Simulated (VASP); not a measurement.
OSZICAR of a VASP run on Be (hcp):

File OSZICAR:
```
       N       E                     dE             d eps       ncg     rms          rms(c)
DAV:   1    -0.892837787680E+00   -0.89284E+00   -0.17905E+03  1824   0.546E+02
DAV:   2    -0.629425112551E+01   -0.54014E+01   -0.50410E+01  2724   0.640E+01
DAV:   3    -0.633010711252E+01   -0.35856E-01   -0.35853E-01  2364   0.497E+00
DAV:   4    -0.633015500673E+01   -0.47894E-04   -0.47893E-04  2700   0.164E-01
DAV:   5    -0.633015505257E+01   -0.45846E-07   -0.46099E-07  2310   0.279E-03    0.119E+00
DAV:   6    -0.630408487189E+01    0.26070E-01   -0.31452E-03  2208   0.703E-01    0.731E-01
DAV:   7    -0.629444258302E+01    0.96423E-02   -0.62437E-03  2172   0.101E+00    0.524E-02
DAV:   8    -0.629437398038E+01    0.68603E-04   -0.28503E-05  2610   0.783E-02    0.158E-02
DAV:   9    -0.629437069206E+01    0.32883E-05   -0.30649E-06  2130   0.276E-02    0.108E-03
DAV:  10    -0.629436983034E+01    0.86172E-06   -0.10055E-07  1458   0.486E-03
   1 F= -.62943698E+01 E0= -.62943144E+01  d E =-.629437E+01
       N       E                     dE             d eps       ncg     rms          rms(c)
DAV:   1    -0.629727243831E+01   -0.29017E-02   -0.94812E-03  1914   0.129E+00    0.381E-02
DAV:   2    -0.629724936036E+01    0.23078E-04   -0.17903E-05  2862   0.424E-02    0.243E-02
DAV:   3    -0.629724798586E+01    0.13745E-05   -0.21181E-05  1974   0.472E-02    0.226E-03
DAV:   4    -0.629724620877E+01    0.17771E-05   -0.11961E-07  1596   0.490E-03    0.651E-04
DAV:   5    -0.629724576239E+01    0.44638E-06   -0.19011E-08  1002   0.185E-03
   2 F= -.62972458E+01 E0= -.62971880E+01  d E =-.287593E-02
       N       E                     dE             d eps       ncg     rms          rms(c)
DAV:   1    -0.629729989853E+01   -0.53690E-04   -0.21301E-04  1920   0.194E-01    0.574E-03
DAV:   2    -0.629730013573E+01   -0.23720E-06   -0.40734E-07  2778   0.642E-03
   3 F= -.62973001E+01 E0= -.62972420E+01  d E =-.293031E-02
       N       E                     dE             d eps       ncg     rms          rms(c)
DAV:   1    -0.629730072779E+01   -0.82926E-06   -0.77200E-06  2010   0.344E-02    0.755E-04
DAV:   2    -0.629730079325E+01   -0.65466E-07   -0.11935E-08   972   0.110E-03
   4 F= -.62973008E+01 E0= -.62972426E+01  d E =-.293096E-02
       N       E                     dE             d eps       ncg     rms          rms(c)
DAV:   1    -0.629731521039E+01   -0.14483E-04   -0.15207E-04  2244   0.833E-02    0.470E-03
DAV:   2    -0.629731546615E+01   -0.25576E-06   -0.72082E-07  2214   0.828E-03
   5 F= -.62973155E+01 E0= -.62972571E+01  d E =-.146729E-04
```

**Question.** Which electronic solver shows in the log?

**Answer.** It is blocked Davidson (ALGO = Normal, or the opening steps of other solvers). The INCAR had ALGO = Normal.

**Question.** Can the final energy be trusted as converged?

**Answer.** Self-consistency was reached. It stopped with EDIFF = 1E-6, NELM = 100, NSW = 60 and EDIFFG = -0.01 after 5 ionic steps (optB88-vdW, plane waves, VASP's PBE PAW potentials (set 64)). Energy and stress use the plane-wave basis of the starting cell.

The compound is Be in the hcp structure. This run relaxes it. Symmetry was kept, so distortions that lower it aren't found.
